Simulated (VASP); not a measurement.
Crystal: TiFe4.

```xyz
5
Lattice="3.8785 0.0000 0.0000 0.0000 3.8785 0.0000 0.0000 0.0000 3.8785" Properties=species:S:1:pos:R:3 pbc="T T T"
Ti    0.0000    0.0000    0.0000
Fe    1.9392    0.0000    0.0000
Fe    0.0000    1.9392    0.0000
Fe    0.0000    0.0000    1.9392
Fe    1.9392    1.9392    1.9392
```

The cell was built by a generator and needn't be a form met in nature.

* Program: VASP 6.6.1
* Task: relaxation of cell and atoms
* Functional: PBE
* Potentials or basis: VASP PAW PBE potentials, release 64 (Ti_sv, Fe)
* Cutoff: 600 eV
* k mesh: 7 × 7 × 7
* Occupations: methfessel-paxton, width 0.2 eV
* Spin: collinear spin, ferromagnetic start
* Starting moments: [1.0, 3.0, 3.0, 3.0, 3.0] μB

At the start: pressure 49.7 GPa; volume 11.67 Å³/atom.

**Question.** Where does the relaxation end?

**Answer.** Over 5 steps the energy falls by 448.1 meV/atom and the volume is 15.42 Å³/atom (+32.2 %); space group Pm-3m (No. 221, to 0.05 Å); moment 8.21 μB per cell.

Step by step:
```
step  energy change (eV)  largest force (eV/Å)  pressure (GPa)  volume (Å³)
   1              0.0000                0.0000           49.68        58.34
   2             -1.4338                0.0000          -12.12        94.53
   3             -2.2406                0.0000            0.14        77.05
   4             -2.2403                0.0000           -0.34        77.46
   5             -2.2407                0.0000            0.03        77.12
```

Final structure:
```cif
data_structure
_symmetry_space_group_name_H-M 'P 1'
_symmetry_Int_Tables_number 1
_cell_length_a 4.2566
_cell_length_b 4.2566
_cell_length_c 4.2566
_cell_angle_alpha 90.000
_cell_angle_beta 90.000
_cell_angle_gamma 90.000
_cell_volume 77.12
loop_
_atom_site_label
_atom_site_type_symbol
_atom_site_fract_x
_atom_site_fract_y
_atom_site_fract_z
_atom_site_occupancy
Ti1 Ti 0.00000 0.00000 0.00000 1
Fe1 Fe 0.50000 0.00000 0.00000 1
Fe2 Fe 0.00000 0.50000 0.00000 1
Fe3 Fe 0.00000 0.00000 0.50000 1
Fe4 Fe 0.50000 0.50000 0.50000 1
```

Caveat: the volume moved by over 15 % at a fixed basis, so the end points are rough.
